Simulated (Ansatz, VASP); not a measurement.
Mg7FeO8 (a cell with a defect): VASP beside Ansatz

Contents of INCAR:

```
  PREC = Accurate
  ENCUT = 520
  EDIFF = 1E-6
  ISMEAR = 0
  SIGMA = 0.01
  LREAL = Auto
  LASPH = True
  NELM = 150
  ALGO = Normal
  ISIF = 2
  LWAVE = False
  LCHARG = False
  ISPIN = 2
  MAGMOM = 0 0 0 0 0 0 0 0 0 0 0 0 0 0 0 4
  LORBIT = 11
  LMAXMIX = 4
  NBANDS = 53
  ISYM = 0
```

Contents of KPOINTS:

```
regular mesh
0
Gamma
  1 2 2
```

File POSCAR:

```
Mg7FeO8
1.0
    8.5500000000      0.0000000000      0.0000000000
    0.0000000000      4.2750000000      0.0000000000
    0.0000000000      0.0000000000      4.2750000000
Mg O Fe
7 8 1
Direct
    0.0000000000      0.0000000000      0.0000000000
    0.5000000000      0.0000000000      0.0000000000
    0.5000000000      0.5000000000      0.5000000000
    0.2500000000      0.0000000000      0.5000000000
    0.7500000000      0.0000000000      0.5000000000
    0.2500000000      0.5000000000      0.0000000000
    0.7500000000      0.5000000000      0.0000000000
    0.2500000000      0.0000000000      0.0000000000
    0.7500000000      0.0000000000      0.0000000000
    0.2500000000      0.5000000000      0.5000000000
    0.7500000000      0.5000000000      0.5000000000
    0.0000000000      0.0000000000      0.5000000000
    0.5000000000      0.0000000000      0.5000000000
    0.0000000000      0.5000000000      0.0000000000
    0.5000000000      0.5000000000      0.0000000000
    0.0000000000      0.5000000000      0.5000000000
```

Input for Ansatz:

```yaml
crystal:
  lattice:
    - [8.55, 0.0, 0.0]
    - [0.0, 4.275, 0.0]
    - [0.0, 0.0, 4.275]
  atoms:
    - { symbol: Mg, position: [0.0, 0.0, 0.0] }
    - { symbol: Mg, position: [0.5, 0.0, 0.0] }
    - { symbol: O, position: [0.25, 0.0, 0.0] }
    - { symbol: O, position: [0.75, 0.0, 0.0] }
    - { symbol: Fe, position: [0.0, 0.5, 0.5], spin: 4.0 }
    - { symbol: Mg, position: [0.5, 0.5, 0.5] }
    - { symbol: O, position: [0.25, 0.5, 0.5] }
    - { symbol: O, position: [0.75, 0.5, 0.5] }
    - { symbol: Mg, position: [0.25, 0.0, 0.5] }
    - { symbol: Mg, position: [0.75, 0.0, 0.5] }
    - { symbol: O, position: [0.0, 0.0, 0.5] }
    - { symbol: O, position: [0.5, 0.0, 0.5] }
    - { symbol: Mg, position: [0.25, 0.5, 0.0] }
    - { symbol: Mg, position: [0.75, 0.5, 0.0] }
    - { symbol: O, position: [0.0, 0.5, 0.0] }
    - { symbol: O, position: [0.5, 0.5, 0.0] }
  symmetry: { detect: false, time_reversal: true }
magnetization:
  spin_polarized: true
hamiltonian:
  xc: lda
  pseudopotentials: { kind: paw }
basis:
  ecutwfc: 420
kpoints:
  mp_grid: { grid: [1, 2, 2] }
scf:
  occupations: { method: gaussian, width: 0.01 }
  lower_state_search: "off"
output:
  forces: true
  stress: true
  write_density: true
  write_potential: true
  elf: true
  volumetric_format: npy
```

Alike in both runs: task single point; functional LDA; k mesh 1 × 2 × 2; occupations gaussian, width 0.01 eV; collinear spin.

```csv
,VASP,Ansatz
version,VASP 6.6.1,Ansatz 0.2.0
potentials or method,"VASP PAW LDA potentials, release 64 (Mg, O, Fe)","PAW, plane waves, scalar-relativistic"
plane-wave cutoff (eV),520,420
valence electrons in the cell,70,134
```

```tsv
	VASP	Ansatz	Ansatz less VASP
pressure (GPa)	-14.3	-12.8	+1.47
largest component of the traceless stress (GPa)	2.79	2.81	+0.018
rms of the force components (eV/Å)	0.138	0.131	-0.0066
net moment per atom (μB)	0.22	0.22	0.000
size of the moment on the site where the two differ most (μB)	3.16	3.00	-0.159
```

Site moments also hang on the region over which each program counts them. The two sets of potentials don't hold the same shells in valence.

Caveats: the k mesh is coarse (spacing up to 0.73 Å⁻¹), so the values aren't converged.
